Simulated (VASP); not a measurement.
A run of VASP 6.6.1 is set up as follows.

Contents of INCAR:

```
ALGO = Normal
EDIFF = 1E-5
ENCUT = 450
GGA = PS
ISIF = 2
ISMEAR = 0
ISPIN = 2
LASPH = True
LCHARG = False
LDAU = True
LDAUJ = 0 0 0
LDAUL = 2 -1 -1
LDAUPRINT = 1
LDAUTYPE = 2
LDAUU = 3 0 0
LMAXMIX = 4
LORBIT = 11
LREAL = Auto
LWAVE = False
MAGMOM = 0.4 0 0 0 0 0 0 0 0 0 0 0 0 0 0 0 0 0 0 0 0 0 0 0 0 0 0 0 0 0 0 0
NELECT = 138.0
NELM = 120
PREC = Accurate
SIGMA = 0.03
```

The input KPOINTS:

```
k-points
0
Gamma
  3 3 2
```

POSCAR

```
Al15CrN16
1.0
    6.2200008610      0.0000000000      0.0000000000
   -3.1100004305      5.3866787572      0.0000000000
    0.0000000000      0.0000000000      9.9600000000
Cr Al N
1 15 16
Direct
    0.3333333333      0.1666666667      0.0000000000
    0.3333333333      0.1666666667      0.5000000000
    0.3333333333      0.6666666667      0.0000000000
    0.3333333333      0.6666666667      0.5000000000
    0.8333333333      0.1666666667      0.0000000000
    0.8333333333      0.1666666667      0.5000000000
    0.8333333333      0.6666666667      0.0000000000
    0.8333333333      0.6666666667      0.5000000000
    0.1666666667      0.3333333333      0.2500000000
    0.1666666667      0.3333333333      0.7500000000
    0.1666666667      0.8333333333      0.2500000000
    0.1666666667      0.8333333333      0.7500000000
    0.6666666667      0.3333333333      0.2500000000
    0.6666666667      0.3333333333      0.7500000000
    0.6666666667      0.8333333333      0.2500000000
    0.6666666667      0.8333333333      0.7500000000
    0.3333333333      0.1666666667      0.1910000000
    0.3333333333      0.1666666667      0.6910000000
    0.3333333333      0.6666666667      0.1910000000
    0.3333333333      0.6666666667      0.6910000000
    0.8333333333      0.1666666667      0.1910000000
    0.8333333333      0.1666666667      0.6910000000
    0.8333333333      0.6666666667      0.1910000000
    0.8333333333      0.6666666667      0.6910000000
    0.1666666667      0.3333333333      0.4410000000
    0.1666666667      0.3333333333      0.9410000000
    0.1666666667      0.8333333333      0.4410000000
    0.1666666667      0.8333333333      0.9410000000
    0.6666666667      0.3333333333      0.4410000000
    0.6666666667      0.3333333333      0.9410000000
    0.6666666667      0.8333333333      0.4410000000
    0.6666666667      0.8333333333      0.9410000000
```

Potentials or basis: VASP PAW PBE potentials, release 64 (Cr_pv, Al, N).

Run with:

```console
$ cat potpaw_PBE.64/Cr_pv/POTCAR potpaw_PBE.64/Al/POTCAR potpaw_PBE.64/N/POTCAR > POTCAR
$ mpirun -np 1 vasp_std > vasp.out
```

Predict the band gap on the k mesh.

0.07 eV, direct.

Estimate the site moments.

Cr -0.45; Al +0.00, -0.00, +0.01; N +0.01, -0.00, +0.00 μB.

Predict the net moment.

0.00 μB per cell.

Eigenvalues of the final occupation matrices:
| site | spin | trace | eigenvalues |
| --- | --- | --- | --- |
| site 1 d | 1 | 1.97 | 0.09 0.09 0.22 0.79 0.79 |
| site 1 d | 2 | 2.46 | 0.20 0.20 0.23 0.91 0.91 |

Caveat: the cell is charged against a uniform background, so pressure and absolute levels hang on convention. The state reached can hang on the start; a lower one may exist.
